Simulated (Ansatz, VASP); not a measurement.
# Two plane-wave programs on NaB3

```
Na B
1.0
     2.97419    0.00000    0.00000
     0.00000    4.88089    0.00000
     0.00000    0.00000    5.80412
Na B
2 6
Direct
  0.00000 0.00000 0.59201
  0.50000 0.50000 0.40799
  0.00000 0.16399 0.10925
  0.00000 0.83601 0.10925
  0.50000 0.66399 0.89075
  0.50000 0.33601 0.89075
  0.50000 0.00000 0.96907
  0.00000 0.50000 0.03093
```

Alike in both runs: functional PBE; k mesh 4 × 4 × 4; occupations gaussian, width 0.1 eV; no spin polarisation.

Ansatz relaxed the structure, and its values are those at the end. VASP's run is a single point on that final structure, the one shown.

|  | VASP | Ansatz |
| --- | --- | --- |
| version | VASP 6.6.1 | Ansatz 0.2.0 |
| potentials or method | VASP PAW PBE potentials, release 64 (Na_pv, B) | scalar-relativistic, plane waves, PAW |
| plane-wave cutoff (eV) | 520 | 420 |
| valence electrons in the cell | 32 | 36 |

|  | VASP | Ansatz | Ansatz less VASP |
| --- | --- | --- | --- |
| gap on the k mesh at the Fermi level (eV) | none | none | - |
| pressure (GPa) | 0.1 | 0.0 | -0.03 |
| rms of the force components (eV/Å) | 0.004 | 0.002 | -0.0022 |

A gap of «none» marks a metal or a gap that the smearing closes. The functional is the same, so the differences come from potentials, cutoffs and numerics. The two sets of potentials don't hold the same shells in valence.

Caveats: the k mesh is coarse (spacing up to 0.53 Å⁻¹), so the values aren't converged.
